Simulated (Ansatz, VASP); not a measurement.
## TiO2 (Rutile) in two plane-wave programs

One calculation is typed for both programs; each brings its own data sets and cutoff. How far apart do they land?

Method: plane waves, with VASP 6.6.1 beside it; G0W0 gap at PBE, in Ansatz 0.2.0.

### 1. The starting structure

It takes space group P4_2/mnm (No. 136, tetragonal). Conventional cell: a = 4.546 Å, b = 4.546 Å, c = 2.928 Å, α = 90.00°, β = 90.00°, γ = 90.00°. Nearest to Ti lie 6 O at 1.93 to 1.95 Å. Nearest to O lie 3 Ti at 1.93 to 1.95 Å. Farther neighbours and most contacts between anions are not listed.

Structure file:

```
Ti O
1.0
     4.54581    0.00000    0.00000
     0.00000    4.54581    0.00000
     0.00000    0.00000    2.92753
Ti O
2 4
Cartesian
  2.2729 2.2729 1.4638
  0.0000 0.0000 0.0000
  3.6549 0.8909 1.4638
  3.1638 3.1638 0.0000
  0.8909 3.6549 1.4638
  1.3820 1.3820 0.0000
```

### 2. VASP: G0W0 gap, PBE

Quasiparticle shifts depend on high empty states and on the cores, so they are the hardest test of two PAW sets.

Lines of VASP's logs that name or quote its potential files are left out, and so is its time.

The run reads the wave functions of an earlier VASP run, which isn't shown here.

Contents of INCAR:

```
SYSTEM = TiO2
PREC = Accurate
ENCUT = 440
ISMEAR = 0
SIGMA = 0.01
LREAL = .FALSE.
GGA = PE
NBANDS = 192
LASPH = .TRUE.
ALGO = EVGW0
NELMGW = 1
ENCUTGW = 120
NOMEGA = 48
PRECFOCK = Fast
NBANDSGW = 32
LWAVE = .FALSE.
LCHARG = .FALSE.
```

Contents of POSCAR:

```
TiO2
1.0
    4.5458109698      0.0000000000      0.0000000000
    0.0000000000      4.5458109698      0.0000000000
    0.0000000000      0.0000000000      2.9275252302
Ti O
2 4
Direct
    0.5000000000      0.5000000000      0.5000000000
    0.0000000000      0.0000000000      0.0000000000
    0.8040255103      0.1959744897      0.5000000000
    0.6959744897      0.6959744897      0.0000000000
    0.1959744897      0.8040255103      0.5000000000
    0.3040255103      0.3040255103      0.0000000000
```

Contents of KPOINTS:

```
Automatic mesh
0
Gamma
4 4 4
0 0 0
```

The projector-augmented-wave data sets are Ti_sv_GW and O_GW (PBE family, release 64).

Started as:

```
$ mpirun -np 8 vasp_std
```

Numbers of over 12 decimals in the logs are rounded to 6 here.

The log of the run:

```text
[banner, memory and clock lines left out]
running    8 mpi-ranks, on    1 nodes
 distrk:  each k-point on    8 cores,    1 groups
 distr:  one band on    1 cores,    8 groups

 POSCAR found type information on POSCAR TiO
 POSCAR found :  2 types and       6 ions
|                                                                             |
|           W    W    AA    RRRRR   N    N  II  N    N   GGGG   !!!           |
|           W    W   A  A   R    R  NN   N  II  NN   N  G    G  !!!           |
|           W    W  A    A  R    R  N N  N  II  N N  N  G       !!!           |
|           W WW W  AAAAAA  RRRRR   N  N N  II  N  N N  G  GGG   !            |
|           WW  WW  A    A  R   R   N   NN  II  N   NN  G    G                |
|           W    W  A    A  R    R  N    N  II  N    N   GGGG   !!!           |
|                                                                             |
|     For optimal performance we recommend to set                             |
|       NCORE = 2 up to number-of-cores-per-socket                            |
|     NCORE specifies how many cores store one orbital (NPAR=cpu/NCORE).      |
|     This setting can greatly improve the performance of VASP for DFT.       |
|     The default, NCORE=1 might be grossly inefficient on modern             |
|     multi-core architectures or massively parallel machines. Do your        |
|     Unfortunately you need to use the default for GW and RPA                |
|     calculations (for HF NCORE is supported but not extensively tested      |
|     yet).                                                                   |
|                                                                             |

|                                                                             |
|           W    W    AA    RRRRR   N    N  II  N    N   GGGG   !!!           |
|           W    W   A  A   R    R  NN   N  II  NN   N  G    G  !!!           |
|           W    W  A    A  R    R  N N  N  II  N N  N  G       !!!           |
|           W WW W  AAAAAA  RRRRR   N  N N  II  N  N N  G  GGG   !            |
|           WW  WW  A    A  R   R   N   NN  II  N   NN  G    G                |
|           W    W  A    A  R    R  N    N  II  N    N   GGGG   !!!           |
|                                                                             |
|     The default for ENCUTGWSOFT is different in this version of VASP.       |
|     please manually set ENCUTGWSOFT =120 in the INCAR file.                 |
|                                                                             |

 LDA part: xc-table for (Slater+PW92), standard interpolation
 found WAVECAR, reading the header
 POSCAR, INCAR and KPOINTS ok, starting setup
 FFT: planning ... GRIDC
 FFT: planning ... GRID_SOFT
 FFT: planning ... GRID
 reading WAVECAR
 the WAVECAR file was read successfully
 initial charge from wavefunction
 available memory per node:     33.45 GB, setting MAXMEM to     34250

 The Fermi energy was updated, please check that it is located mid-gap
 values below the HOMO (VB) or above the LUMO (CB) will cause erroneous energies
 E-fermi :   6.1396

 calculate exact exchange contribution
 the WAVEDER file was read successfully
energies w=
    0.000    0.000    0.857    0.000    1.710    0.000    2.556    0.000
    3.393    0.000    4.217    0.000    5.027    0.000    5.823    0.000
    6.604    0.000    7.370    0.000    8.122    0.000    8.862    0.000
    9.591    0.000   10.313    0.000   11.028    0.000   11.739    0.000
   12.450    0.000   13.163    0.000   13.882    0.000   14.610    0.000
   15.350    0.000   16.108    0.000   16.888    0.000   17.694    0.000
   18.534    0.000   19.413    0.000   20.339    0.000   21.324    0.000
   22.376    0.000   23.511    0.000   24.744    0.000   26.094    0.000
   27.591    0.000   29.262    0.000   31.152    0.000   33.314    0.000
   35.820    0.000   38.774    0.000   42.312    0.000   46.640    0.000
   52.060    0.000   59.055    0.000   68.426    0.000   81.618    0.000
  101.526    0.000  134.922    0.000  202.229    0.000  406.854    0.000
 responsefunction array rank=     192
 LDA part: xc-table for (Slater+PW92), standard interpolation

 min. memory requirement per mpi rank    198.0 MB, per node   1583.9 MB

 allocating   6 responsefunctions rank=   192
 shmem allocating  48 responsefunctions rank=   192
 response function shared by NCSHMEM nodes    1
 Doing            6  frequencies on each core in blocks of           48
NQ=   1    0.0000    0.0000    0.0000,
|.........|.........|.........|.........|.........|.........|.........|.........
 performed        737000 updates of chi_q(r,r)
 total number of BLAS operations        193.23 Gflops
NQ=   2    0.2500    0.0000    0.0000,
|.........|.........|.........|.........|.........|.........|.........|.........
 performed       1892000 updates of chi_q(r,r)
 total number of BLAS operations        492.63 Gflops
NQ=   3    0.5000    0.0000    0.0000,
|.........|.........|.........|.........|.........|.........|.........|.........
 performed       2776000 updates of chi_q(r,r)
 total number of BLAS operations        742.79 Gflops
NQ=   4    0.2500    0.2500    0.0000,
|.........|.........|.........|.........|.........|.........|.........|.........
 performed       3734000 updates of chi_q(r,r)
 total number of BLAS operations        996.77 Gflops
NQ=   5    0.5000    0.2500    0.0000,
|.........|.........|.........|.........|.........|.........|.........|.........
 performed       4889000 updates of chi_q(r,r)
 total number of BLAS operations       1323.37 Gflops
NQ=   6    0.5000    0.5000    0.0000,
|.........|.........|.........|.........|.........|.........|.........|.........
 performed       5626000 updates of chi_q(r,r)
 total number of BLAS operations       1531.84 Gflops
NQ=   7    0.0000    0.0000    0.2500,
|.........|.........|.........|.........|.........|.........|.........|.........
 performed       6535000 updates of chi_q(r,r)
 total number of BLAS operations       1749.56 Gflops
NQ=   8    0.2500    0.0000    0.2500,
|.........|.........|.........|.........|.........|.........|.........|.........
 performed       7837000 updates of chi_q(r,r)
 total number of BLAS operations       2098.52 Gflops
NQ=   9    0.5000    0.0000    0.2500,
|.........|.........|.........|.........|.........|.........|.........|.........
 performed       8992000 updates of chi_q(r,r)
 total number of BLAS operations       2404.61 Gflops
NQ=  10    0.2500    0.2500    0.2500,
|.........|.........|.........|.........|.........|.........|.........|.........
 performed      10196000 updates of chi_q(r,r)
 total number of BLAS operations       2723.72 Gflops
NQ=  11    0.5000    0.2500    0.2500,
|.........|.........|.........|.........|.........|.........|.........|.........
 performed      11498000 updates of chi_q(r,r)
 total number of BLAS operations       3061.33 Gflops
NQ=  12    0.5000    0.5000    0.2500,
|.........|.........|.........|.........|.........|.........|.........|.........
 performed      12407000 updates of chi_q(r,r)
 total number of BLAS operations       3329.50 Gflops
NQ=  13    0.0000    0.0000    0.5000,
|.........|.........|.........|.........|.........|.........|.........|.........
 performed      13144000 updates of chi_q(r,r)
 total number of BLAS operations       3508.07 Gflops
NQ=  14    0.2500    0.0000    0.5000,
|.........|.........|.........|.........|.........|.........|.........|.........
 performed      14299000 updates of chi_q(r,r)
 total number of BLAS operations       3787.84 Gflops
NQ=  15    0.5000    0.0000    0.5000,
|.........|.........|.........|.........|.........|.........|.........|.........
 performed      15183000 updates of chi_q(r,r)
 total number of BLAS operations       4007.08 Gflops
NQ=  16    0.2500    0.2500    0.5000,
|.........|.........|.........|.........|.........|.........|.........|.........
 performed      16141000 updates of chi_q(r,r)
 total number of BLAS operations       4261.07 Gflops
NQ=  17    0.5000    0.2500    0.5000,
|.........|.........|.........|.........|.........|.........|.........|.........
 performed      17296000 updates of chi_q(r,r)
 total number of BLAS operations       4547.31 Gflops
NQ=  18    0.5000    0.5000    0.5000,
|.........|.........|.........|.........|.........|.........|.........|.........
 performed      18033000 updates of chi_q(r,r)
 total number of BLAS operations       4730.01 Gflops
 resolving degeneracies of screened two electron integrals

 calculate QP shifts <psi_nk| G(iteration)W_0 |psi_nk>: iteration 1
 entering main loop
```

From OUTCAR (step 2):

```text
ion  position               nearest neighbor table
   1  0.500  0.500  0.500-   4 1.93   6 1.93   4 1.93   6 1.93   5 1.95   3 1.95
   2  0.000  0.000  0.000-   3 1.93   5 1.93   3 1.93   5 1.93   4 1.95   6 1.95
   3  0.804  0.196  0.500-   2 1.93   2 1.93   1 1.95
   4  0.696  0.696  0.000-   1 1.93   1 1.93   2 1.95
   5  0.196  0.804  0.500-   2 1.93   2 1.93   1 1.95
   6  0.304  0.304  0.000-   1 1.93   1 1.93   2 1.95

  LATTYP: Found a simple tetragonal cell.
 ALAT       =     4.5458109698
 C/A-ratio  =     0.6440050520

 Subroutine GETGRP returns: Found 16 space group operations
 (whereof  8 operations were pure point group operations)

The static configuration has the point symmetry D_2h.
 The point group associated with its full space group is D_4h.

 Found     18 irreducible k-points:

   k-points           NKPTS =     18   k-points in BZ     NKDIM =     64   number of bands    NBANDS=    192

   dimension x,y,z NGX =    32 NGY =   32 NGZ =   20
   dimension x,y,z NGXF=    64 NGYF=   64 NGZF=   40

   ENCUT  =  440.0 eV  32.34 Ry    5.69 a.u.   7.77  7.77  5.01*2*pi/ulx,y,z

   NELECT =      48.0000    total number of electrons

  energy-cutoff  :      440.00
  volume of cell :       60.50
      direct lattice vectors                 reciprocal lattice vectors
     4.545810970  0.000000000  0.000000000     0.219982750  0.000000000  0.000000000
     0.000000000  4.545810970  0.000000000     0.000000000  0.219982750  0.000000000
     0.000000000  0.000000000  2.927525230     0.000000000  0.000000000  0.341585442

 k-points in reciprocal lattice and weights: Automatic mesh
   0.00000000  0.00000000  0.00000000       0.016
   0.25000000  0.00000000  0.00000000       0.062
   0.50000000  0.00000000  0.00000000       0.031
   0.25000000  0.25000000  0.00000000       0.062
   0.50000000  0.25000000  0.00000000       0.062
   0.50000000  0.50000000  0.00000000       0.016
   0.00000000  0.00000000  0.25000000       0.031
   0.25000000  0.00000000  0.25000000       0.125
   0.50000000  0.00000000  0.25000000       0.062
[...]
0.50000000  0.25000000  0.50000000       0.062
   0.50000000  0.50000000  0.50000000       0.016

 E-fermi :   6.1396

 QP shifts <psi_nk| G(iteration)W_0 |psi_nk>: iteration 1
 for sc-GW calculations column KS-energies equals QP-energies in previous step
 and V_xc(KS)=  KS-energies - (<T + V_ion + V_H > + <T+V_H+V_ion>^1  + <V_x>^1)
 k-point   1 :       0.0000    0.0000    0.0000
  band No.  KS-energies  QP-energies   sigma(KS)   V_xc(KS)     V^pw_x(r,r')   Z            occupation Imag(sigma)
    ...
     21       4.4656       4.2478     -20.9010     -20.6033     -25.4209       0.7317       2.0000       0.3527
     22       4.7084       4.5727     -20.6724     -20.4866     -25.0971       0.7304       2.0000       0.3502
     23       4.7084       4.5727     -20.6724     -20.4866     -25.0971       0.7304       2.0000       0.3502
     24       5.1800       5.0458     -20.4181     -20.2314     -25.0159       0.7194       2.0000       0.3725
     25       7.0992       8.6177     -17.5139     -19.6036     -11.2554       0.7266       0.0000      -0.3758
     26       7.4055       8.8301     -17.3467     -19.3030     -11.3555       0.7282       0.0000      -0.3751
     27       7.6570       9.1437     -17.8362     -19.9280     -11.4006       0.7107       0.0000      -0.4101
     28       7.7701       9.3159     -18.1157     -20.2853     -11.4791       0.7125       0.0000      -0.4193
    ...

 k-point   2 :       0.2500    0.0000    0.0000
  band No.  KS-energies  QP-energies   sigma(KS)   V_xc(KS)     V^pw_x(r,r')   Z            occupation Imag(sigma)
    ...
     21       3.6937       3.4876     -19.7254     -19.4410     -24.0083       0.7250       2.0000       0.3986
     22       4.0875       3.8761     -20.5204     -20.2311     -24.8461       0.7310       2.0000       0.3592
     23       4.3195       4.1558     -20.1025     -19.8757     -24.5510       0.7214       2.0000       0.3868
     24       4.9359       4.7621     -20.2086     -19.9671     -24.8684       0.7193       2.0000       0.3848
     25       7.4137       8.9003     -17.7474     -19.8061     -11.6044       0.7221       0.0000      -0.3894
     26       7.7492       9.1557     -17.6186     -19.5777     -11.5669       0.7180       0.0000      -0.4084
     27       8.0151       9.5462     -18.3461     -20.5097     -11.6997       0.7076       0.0000      -0.4406
     28       8.0842       9.5589     -18.1773     -20.2667     -11.8292       0.7058       0.0000      -0.4351
    ...

 k-point   3 :       0.5000    0.0000    0.0000
  band No.  KS-energies  QP-energies   sigma(KS)   V_xc(KS)     V^pw_x(r,r')   Z            occupation Imag(sigma)
    ...
     21       3.4860       3.2218     -20.1018     -19.7380     -24.5064       0.7262       2.0000       0.3930
     22       3.4860       3.2218     -20.1018     -19.7380     -24.5064       0.7262       2.0000       0.3930
     23       4.4010       4.1715     -19.8022     -19.4819     -24.5121       0.7166       2.0000       0.4128
     24       4.4010       4.1715     -19.8022     -19.4819     -24.5121       0.7166       2.0000       0.4128
     25       7.8080       9.2625     -17.8613     -19.8977     -11.6550       0.7143       0.0000      -0.4223
     26       7.8080       9.2625     -17.8613     -19.8977     -11.6550       0.7143       0.0000      -0.4223
     27       8.3369       9.8510     -18.6916     -20.8522     -12.0197       0.7008       0.0000      -0.4741
     28       8.3369       9.8510     -18.6916     -20.8522     -12.0197       0.7008       0.0000      -0.4741
    ...

 k-point   4 :       0.2500    0.2500    0.0000
  band No.  KS-energies  QP-energies   sigma(KS)   V_xc(KS)     V^pw_x(r,r')   Z            occupation Imag(sigma)
    ...
     21       3.3657       3.0288     -18.9442     -18.4732     -23.7319       0.7153       2.0000       0.4817
     22       4.0138       3.7622     -20.5525     -20.2074     -25.0603       0.7291       2.0000       0.3702
     23       4.0209       3.8486     -19.9367     -19.6989     -24.1690       0.7245       2.0000       0.3806
     24       4.7528       4.5810     -20.2866     -20.0487     -24.8852       0.7216       2.0000       0.3782
     25       7.1780       8.6813     -17.5582     -19.6255     -11.4057       0.7272       0.0000      -0.3723
     26       7.7819       9.3299     -18.1305     -20.3046     -11.4738       0.7120       0.0000      -0.4217
     27       7.8494       9.2873     -17.8184     -19.8331     -11.6353       0.7137       0.0000      -0.4246
     28       8.3422       9.8541     -18.7059     -20.8651     -12.0433       0.7002       0.0000      -0.4741
    ...

[... 4 further parts left out ...]
```

(Continued in part 2 of 2.)

[Lines on the potential files, build, host, timing and source positions are cut from VASP's logs without a mark.]

[Logs are printed without paths, hosts, clocks, repeated set-up lines and the standing remarks that a program may print on its own settings, such as how far it seeks lower states.]

[Hosts, paths, dates, database ids (printed as entryN), source tags and the programs' standing remarks are cut or masked in the printed files.]
